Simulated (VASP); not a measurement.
Input of a VASP 6.6.1 run:

The input INCAR:

```
PREC = Normal ; ENCUT = 520
EDIFF = 1E-4 ; ISMEAR = 0
SIGMA = 0.15 ; LREAL = Auto
LASPH = T ; NELM = 60
ALGO = Fast ; ISIF = 3
LWAVE = F ; LCHARG = F
GGA = PE ; IBRION = 2
NSW = 24 ; EDIFFG = -0.08
KPAR = 2
```

The input KPOINTS:

```
Automatic mesh
0
Gamma
  3 3 2
```

The input POSCAR:

```
CaZr2N2
1.0
    5.0730014000      0.0000000000      0.0000000000
    0.0000000000      5.0730014000      0.0000000000
    0.0000000000      0.0000000000      7.2715556000
Ca Zr N
2 4 4
Direct
    0.5000000000      0.5000000000      0.0000000000
    0.5000000000      0.5000000000      0.5000000000
    0.0000000000      0.5000000000      0.0000000000
    0.5000000000      0.0000000000      0.5000000000
    0.0000000000      0.0000000000      0.0000000000
    0.0000000000      0.0000000000      0.5000000000
    0.0000000000      0.5000000000      0.5000000000
    0.5000000000      0.0000000000      0.0000000000
    0.5000000000      0.5000000000      0.2500000000
    0.5000000000      0.5000000000      0.7500000000
```

Potentials or basis: VASP PAW PBE potentials, release 64 (Ca_sv, Zr_sv, N).

The run is started by

```console
$ cat potpaw_PBE.64/Ca_sv/POTCAR potpaw_PBE.64/Zr_sv/POTCAR potpaw_PBE.64/N/POTCAR > POTCAR
$ mpirun -np 2 vasp_std > vasp.out
```

(1) What does it give for the band gap on the k mesh?

(2) What does it give for the relaxed volume?

(3) Estimate the relaxed cell.

Answers

(1) none (metal or under the smearing width).

(2) 21.77 Å³/atom.

(3) a = 5.093 Å, b = 5.093 Å, c = 8.394 Å, α = 90.00°, β = 90.00°, γ = 90.00°.

Caveat: the k mesh is coarse (spacing up to 0.43 Å⁻¹), so the values aren't converged; the volume moved by over 15 % at a fixed basis, so the end points are rough.
